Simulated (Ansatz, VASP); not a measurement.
# Cross-check of Ti (Ti(0001)) between VASP and Ansatz, part 2 of 2

One calculation is typed for both programs; each brings its own data sets. How far apart do they land? Of the first pair: The structure shown is the start of the Ansatz relaxation below; VASP solves that cell, so the two are compared at the walk's first step.

VASP 6.6.1 and Ansatz 0.2.0.

So far. Step 4 (Differences): The forces differ by 1.0 meV/Å r.m.s., which is 0.2 % of the r.m.s. force of 0.453 eV/Å (both taken over all components). With vacuum in the cell, a pressure given here is an average over mostly empty space and none of the material.

**5. Ansatz: relaxation, LDA**

Level of this step: Ansatz beside VASP: Kohn-Sham DFT, plane waves, LDA (Ansatz).

This run makes the geometry at which the two programs are then compared.

The structure compared here is the end of the Ansatz relaxation.

input.yaml reads:

```yaml
crystal:
  lattice:
    - [2.95, 0.0, 0.0]
    - [1.475, 2.5547749412, 0.0]
    - [0.0, 0.0, 25.0269]
  atoms:
    - { symbol: Ti, position: [0.6666666667, 0.6666666667, 0.3596130564] }
    - { symbol: Ti, position: [0.0, 0.0, 0.4532043521] }
    - { symbol: Ti, position: [0.6666666667, 0.6666666667, 0.5467956479] }
    - { symbol: Ti, position: [0.0, 0.0, 0.6403869436] }
kpoints:
  mp_grid: { grid: [12, 12, 1] }
hamiltonian:
  xc: lda
scf:
  occupations: { method: fermi_dirac, width: 0.1 }
  convergence: { dr2_threshold: 1.0e-08 }
efield:
  axis: 3
  dipole_correction: true
  ramp_position: 0.97
  ramp_width: 0.06
relax:
  f_tol: 0.02
  max_steps: 60
  constraints: [{ sites: [0, 1] }]
output:
  write_potential: true
  write_density: true
  volumetric_format: npy
```

Command:

```bash
$ ansatz run input.yaml --threads 4 --pin off --max-ram 12288MiB --backend cpu --events-out ev --progress --plain --runs-dir out
```

Numbers of over 12 decimals in the logs are rounded to 6 here.

What it wrote:

```text
[...]
Crystal: 4 atoms, lattice volume = 188.617 Å³
Basis set: ecut = 420 eV, 3611 PW (Γ)
Bands: 29, of which v1, the nominal top of the filled ones, is band 24 counted from 1 (23 counted from 0)
Symmetry: 6 space group operations
k-points: 19 of 144 (time reversal used)
[...]
--- Relaxed structure (4 steps of the walk, 4 accepted, 0 SCFs on fresh bases) ---
  F+E_penalty+E_count = -9799.04737921 eV   max|allowed force component| = 1.084e-2 eV/Å
  atoms:
    - { symbol: Ti, position: [0.666667, 0.666667, 0.3596130564] }
    - { symbol: Ti, position: [0.0, 0.0, 0.4532043521] }
    - { symbol: Ti, position: [0.666667, 0.666667, 0.544082] }
    - { symbol: Ti, position: [0, 0, 0.626913] }
[key lines of the parts left out:]
SCF converged after 9 iterations
Free energy (F): -9799.047379 eV
Fermi energy:    2.046181 eV
Dipole field:    D = 0.003759 V/Å  (p = 0.003918 e·Å, saw-weighted, corrected)
Work function:   Φ+ = 4.5180 eV   Φ− = 4.6121 eV
```

**6. VASP: single point, LDA, relaxed cell, pair 2**

The same cell, functional (in two slightly different forms), mesh and smearing now go to VASP, with its own data sets.

INCAR reads:

```
SYSTEM = Ti
PREC = Accurate
ENCUT = 400
EDIFF = 1E-06
NELM = 120
ISMEAR = -1
SIGMA = 0.1
LREAL = .FALSE.
ALGO = Normal
GGA = PW92
NBANDS = 30
LASPH = .TRUE.
LORBIT = 11
LWAVE = .FALSE.
LCHARG = .FALSE.
ISIF = 2
LDIPOL = .TRUE.
IDIPOL = 3
DIPOL = 0.5 0.5 0.496
LVHAR = .TRUE.
GGA_COMPAT = .FALSE.
NELMDL = -8
```

POSCAR reads:

```
Ti
1.0
    2.9500000000      0.0000000000      0.0000000000
    1.4750000000      2.5547749412      0.0000000000
    0.0000000000      0.0000000000     25.0269000000
Ti
4
Direct
    0.6666666667      0.6666666667      0.3596130564
    0.0000000000      0.0000000000      0.4532043521
    0.6666666667      0.6666666667      0.5440818335
    0.0000000000      0.0000000000      0.6269127315
```

KPOINTS reads:

```
Automatic mesh
0
Gamma
12 12 1
0 0 0
```

Potentials, in the order of the species: Ti_sv (LDA family, release 64).

Command:

```bash
$ mpirun -np 1 vasp_std
```

What it wrote:

```text
[banner, memory and clock lines left out]
running    1 mpi-ranks, on    1 nodes
[...]
[... a notice as in an earlier step ...]

 LDA part: xc-table for (Slater(with rela. corr.)+PW92), standard interpolation
 POSCAR, INCAR and KPOINTS ok, starting setup
[...]
entering main loop
       N       E                     dE             d eps       ncg     rms          rms(c)
DAV:   1     0.497080540809E+03    0.49708E+03   -0.24397E+04  1460   0.137E+03
DAV:   2     0.357899200095E+02   -0.46129E+03   -0.45046E+03  1224   0.461E+02
DAV:   3    -0.263860863412E+02   -0.62176E+02   -0.60442E+02  1954   0.142E+02
DAV:   4    -0.370586058317E+02   -0.10673E+02   -0.10551E+02  1752   0.507E+01
[...]
DAV:  31    -0.319773263299E+02   -0.12149E-05   -0.10136E-07   650   0.255E-03    0.872E-04
DAV:  32    -0.319773281991E+02   -0.18693E-05   -0.17048E-07   684   0.359E-03    0.468E-04
DAV:  33    -0.319773291956E+02   -0.99651E-06   -0.69178E-08   650   0.149E-03
   1 F= -.31977329E+02 E0= -.31852196E+02  d E =-.250267E+00
```

Parts of OUTCAR (step 6):

```text
  Total       -4.6820471     -4.6820471     -2.5500834      0.0000000      0.0000000      0.0000000
  in kB      -39.7708287    -39.7708287    -21.6612365      0.0000000      0.0000000      0.0000000
  external PRESSURE =     -33.7342980 kB  Pullay stress =       0.0000000 kB

 POSITION                                       TOTAL-FORCE (eV/Angst)
 -----------------------------------------------------------------------------------
      2.95000      1.70318      9.00000        -0.000000     -0.000000      0.950091
      0.00000      0.00000     11.34230         0.000000     -0.000000     -0.961307
      2.95000      1.70318     13.61668         0.000000      0.000000     -0.003566
      0.00000      0.00000     15.68968         0.000000     -0.000000      0.014783
 -----------------------------------------------------------------------------------
    total drift:                               -0.000001     -0.000001     -0.000987

  FREE ENERGIE OF THE ION-ELECTRON SYSTEM (eV)
  ---------------------------------------------------
  free  energy   TOTEN  =       -31.9773291956 eV

  energy  without entropy=      -31.7270618801  energy(sigma->0) =      -31.85219554

[... 2 parts as in an earlier step ...]

[... 1 further part left out ...]
[key lines of the parts left out:]
E-fermi :   0.2164
```

**7. Comparison**

Compared:

```
                                   quantity  Ansatz  VASP  difference
 work function, lower of the two faces (eV)    4.52  4.51        0.00
work function, higher of the two faces (eV)    4.61  4.61        0.00
```

Forces (eV/Å; atoms numbered as in POSCAR):

```
atom        Ansatz x, y, z          VASP x, y, z
 Ti1   0.000, 0.000, 0.948   0.000, 0.000, 0.950
 Ti2  0.000, 0.000, -0.964  0.000, 0.000, -0.961
 Ti3   0.000, 0.000, 0.011  0.000, 0.000, -0.004
 Ti4   0.000, 0.000, 0.005   0.000, 0.000, 0.015
```

The forces differ by 5.1 meV/Å r.m.s., which is 1.3 % of the r.m.s. force of 0.390 eV/Å (both taken over all components). With vacuum in the cell, a pressure given here is an average over mostly empty space and none of the material.

**8. Outcome**

```yaml
r_m_s_force_difference_single_point_lda_start_cell_pair_1: 0.21 % of the r.m.s. force
r_m_s_force_difference_single_point_lda_relaxed_cell_pair_2: 1.3 % of the r.m.s. force
```

The r.m.s. force difference is 1.3 % of the r.m.s. force (single point, LDA, relaxed cell, pair 2), within the 3 % picked in this series as the mark of a large difference. Such differences can come from data sets, numerical settings and the points named under the comparisons, not from the functional's error against experiment.

[Lines on the potential files, build, host, timing and source positions are cut from VASP's logs without a mark.]

[Logs are printed without paths, hosts, clocks, repeated set-up lines and the standing remarks that a program may print on its own settings, such as how far it seeks lower states.]

[Hosts, paths, dates, database ids (printed as entryN), source tags and the programs' standing remarks are cut or masked in the printed files.]
